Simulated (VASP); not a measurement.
Input for VASP

File KPOINTS:
```
K-points
0
G
16 16 16
```

POSCAR:
```
Ni
1
    0.0000000000     1.7563364750     1.7563364750
    1.7563364750    -0.0000000000     1.7563364750
    1.7563364750     1.7563364750     0.0000000000
Ni
1
Direct
  0.0000000000   0.0000000000   0.0000000000
```

**INCAR**
```
! general
SYSTEM  = Ni
PREC    = Accurate
ENCUT   = 480
LREAL   = .False.
LASPH   = .True.

! electronic loop
EDIFF   = 1E-7
NELM    = 100
ALGO    = Normal
LMAXMIX = 4

! smearing
ISMEAR  = 1
SIGMA   = 0.1

! functional
GGA     = PE

! spin
ISPIN   = 2
MAGMOM  = 0.6

! ions
IBRION  = 2
NSW     = 40
ISIF    = 3
EDIFFG  = -0.01
PSTRESS = 100

! output
LWAVE   = .False.
LCHARG  = .False.
LORBIT  = 10
```

POTCAR, in this order: Ni (PBE.64 set). Program: vasp_std.

Q: Write an equivalent input for Ansatz.

A: One equivalent input (not run):
Ansatz 0.2 input:
```yaml
crystal:
  lattice:
    - [0.0000000, 1.7563365, 1.7563365]
    - [1.7563365, 0.0000000, 1.7563365]
    - [1.7563365, 1.7563365, 0.0000000]
  atoms:
    - { symbol: Ni, position: [0.0000000, 0.0000000, 0.0000000], spin: 0.6 }
kpoints:
  mp_grid: { grid: [16, 16, 16] }
hamiltonian:
  xc: pbe
  pseudopotentials: { kind: paw }
magnetization: { spin_polarized: true }
scf:
  occupations: { method: methfessel_paxton, width: 0.1 }
  max_iter: 100
relax:
  max_steps: 40
  f_tol: 0.01
  cell: { p_target: 10 }
output: { forces: true, stress: true, eigenvalues: true }
```
The two are equivalent in intent, not identical: each code has its own PAW files, so the cut-off isn't converted (ENCUT is set for VASP's; basis.ecutwfc is left out, and Ansatz then takes the one that its files recommend); Ansatz stops its SCF on the density residual and VASP on the energy change (EDIFF).

The compound is Ni in the fcc structure. This run relaxes it under an external pressure of 10 GPa. Symmetry was kept, so distortions that lower it aren't found.
